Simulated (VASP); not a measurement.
OSZICAR of a VASP run on Ge:

**OSZICAR**
```
       N       E                     dE             d eps       ncg     rms           ort
SDA:   1    -0.803283594617E+00   -0.80328E+00    0.00000E+00    12   0.434E-02   0.000E+00
CGA:   2    -0.804419455215E+00   -0.11359E-02   -0.11421E-02    12   0.361E-02  -0.810E-04
CGA:   3    -0.805042556156E+00   -0.62310E-03   -0.62193E-03    12   0.845E-03  -0.538E-04
SDA:   4    -0.805309141033E+00   -0.26658E-03   -0.29044E-03    12   0.557E-03  -0.236E-03
 trl   5    -0.805174074787E+00    0.13507E-03   -0.22867E-03    12   0.557E-03  -0.130E-02
SDA:   6    -0.805510115018E+00   -0.20097E-03   -0.22867E-03    12   0.100E-02  -0.390E-03
SDA:   7    -0.806055266203E+00   -0.54515E-03   -0.54507E-03    12   0.268E-02  -0.889E-03
SDA:   8    -0.810392444991E+00   -0.43372E-02   -0.43408E-02    12   0.527E-01  -0.804E-02
 trl   9    -0.783107471694E+00    0.27285E-01   -0.26133E-01    12   0.527E-01  -0.137E+00
SDA:  10    -0.837613887283E+00   -0.27221E-01   -0.26133E-01    12   0.401E-01  -0.303E-01
CGA:  11    -0.847729438937E+00   -0.10116E-01   -0.85665E-02    12   0.444E-02  -0.384E-02
CGA:  12    -0.849116990178E+00   -0.13876E-02   -0.13876E-02    12   0.796E-03  -0.634E-05
CGA:  13    -0.849364098457E+00   -0.24711E-03   -0.24728E-03    12   0.154E-03   0.530E-05
CGA:  14    -0.849429553246E+00   -0.65455E-04   -0.65641E-04    12   0.536E-04  -0.228E-05
CGA:  15    -0.849451124613E+00   -0.21571E-04   -0.21524E-04    12   0.128E-04   0.796E-06
CGA:  16    -0.849456496318E+00   -0.53717E-05   -0.53809E-05    12   0.540E-05  -0.159E-06
CGA:  17    -0.849459091284E+00   -0.25950E-05   -0.26059E-05    12   0.487E-05  -0.853E-07
CGA:  18    -0.849462565877E+00   -0.34746E-05   -0.34979E-05    12   0.848E-05  -0.648E-07
CGA:  19    -0.849471246955E+00   -0.86811E-05   -0.87150E-05    12   0.198E-04  -0.641E-07
CGA:  20    -0.849493193697E+00   -0.21947E-04   -0.23372E-04    12   0.703E-04  -0.246E-05
CGA:  21    -0.849524921390E+00   -0.31728E-04   -0.30202E-04    12   0.158E-03  -0.979E-05
CGA:  22    -0.849547600578E+00   -0.22679E-04   -0.22671E-04    12   0.238E-03   0.187E-05
CGA:  23    -0.849572841170E+00   -0.25241E-04   -0.25567E-04    12   0.327E-03  -0.222E-04
CGA:  24    -0.849587995770E+00   -0.15155E-04   -0.14965E-04    12   0.395E-03   0.182E-04
CGA:  25    -0.849604616113E+00   -0.16620E-04   -0.16608E-04    12   0.461E-03   0.195E-04
CGA:  26    -0.849618281763E+00   -0.13666E-04   -0.13716E-04    12   0.479E-03   0.495E-05
CGA:  27    -0.849629511101E+00   -0.11229E-04   -0.11254E-04    12   0.491E-03   0.421E-05
CGA:  28    -0.849639912387E+00   -0.10401E-04   -0.10420E-04    12   0.499E-03   0.621E-05
CGA:  29    -0.849649949636E+00   -0.10037E-04   -0.10055E-04    12   0.551E-03   0.916E-05
CGA:  30    -0.849659876771E+00   -0.99271E-05   -0.99401E-05    12   0.602E-03   0.130E-04
CGA:  31    -0.849669804994E+00   -0.99282E-05   -0.99379E-05    12   0.647E-03   0.188E-04
CGA:  32    -0.849679812311E+00   -0.10007E-04   -0.10014E-04    12   0.667E-03   0.261E-04
CGA:  33    -0.849689898044E+00   -0.10086E-04   -0.11012E-04    12   0.666E-03   0.107E-04
CGA:  34    -0.849699378110E+00   -0.94801E-05   -0.10418E-04    12   0.652E-03   0.209E-04
CGA:  35    -0.849708996763E+00   -0.96187E-05   -0.10573E-04    12   0.636E-03   0.325E-04
CGA:  36    -0.849718774864E+00   -0.97781E-05   -0.10738E-04    12   0.621E-03   0.440E-04
CGA:  37    -0.849728713951E+00   -0.99391E-05   -0.99226E-05    12   0.610E-03   0.491E-04
CGA:  38    -0.849738664434E+00   -0.99505E-05   -0.99364E-05    12   0.606E-03   0.767E-04
CGA:  39    -0.849749351278E+00   -0.10687E-04   -0.11588E-04    12   0.562E-03   0.749E-04
CGA:  40    -0.849759745204E+00   -0.10394E-04   -0.11156E-04    12   0.526E-03   0.796E-04
CGA:  41    -0.849770182578E+00   -0.10437E-04   -0.11035E-04    12   0.494E-03   0.827E-04
CGA:  42    -0.849780568011E+00   -0.10385E-04   -0.10806E-04    12   0.465E-03   0.828E-04
CGA:  43    -0.849790852767E+00   -0.10285E-04   -0.10528E-04    12   0.441E-03   0.802E-04
CGA:  44    -0.849801091738E+00   -0.10239E-04   -0.11542E-04    12   0.423E-03   0.314E-04
CGA:  45    -0.849809536785E+00   -0.84450E-05   -0.95215E-05    12   0.411E-03   0.269E-04
CGA:  46    -0.849817962831E+00   -0.84260E-05   -0.93126E-05    12   0.405E-03   0.249E-04
CGA:  47    -0.849826425332E+00   -0.84625E-05   -0.91485E-05    12   0.411E-03   0.234E-04
CGA:  48    -0.849834824519E+00   -0.83992E-05   -0.88876E-05    12   0.422E-03   0.225E-04
CGA:  49    -0.849842988756E+00   -0.81642E-05   -0.84702E-05    12   0.429E-03   0.226E-04
CGA:  50    -0.849850747687E+00   -0.77589E-05   -0.79197E-05    12   0.428E-03   0.230E-04
SDA:  51    -0.849857990400E+00   -0.72427E-05   -0.73137E-05    12   0.418E-03   0.232E-04
CGA:  52    -0.850024899188E+00   -0.16691E-03   -0.17056E-03    12   0.124E-03  -0.157E-04
CGA:  53    -0.850058778138E+00   -0.33879E-04   -0.33905E-04    12   0.376E-04  -0.585E-06
CGA:  54    -0.850073330673E+00   -0.14553E-04   -0.14559E-04    12   0.169E-04  -0.701E-07
CGA:  55    -0.850078698803E+00   -0.53681E-05   -0.52808E-05    12   0.436E-05   0.479E-06
CGA:  56    -0.850080377623E+00   -0.16788E-05   -0.17412E-05    12   0.154E-05  -0.250E-06
CGA:  57    -0.850080892903E+00   -0.51528E-06   -0.54133E-06    12   0.646E-06  -0.139E-06
   1 F= -.85008089E+00 E0= -.85008089E+00  d E =-.841292E-20  mag=     2.0000
```

Problem. Which electronic solver shows in the log?

Solution. It is steepest descent (the opening step of the all-band solvers) and then all-band conjugate gradients (ALGO = All or Conjugate). The INCAR had ALGO = All.

Problem. How was spin treated?

Solution. Collinear spin (ISPIN = 2): the summary line carries one mag value, 2.00 μB in the cell.

Problem. Can the final energy be trusted as converged?

Solution. The run converged. It stopped with EDIFF = 1E-6, NELM = 200 (revPBE GGA, plane waves, VASP's PBE PAW potentials (set 64)). The atom may not be in its lowest state.

The cell is a free atom in a box. The total moment is imposed (NUPDOWN), so this need not be the lowest spin state.
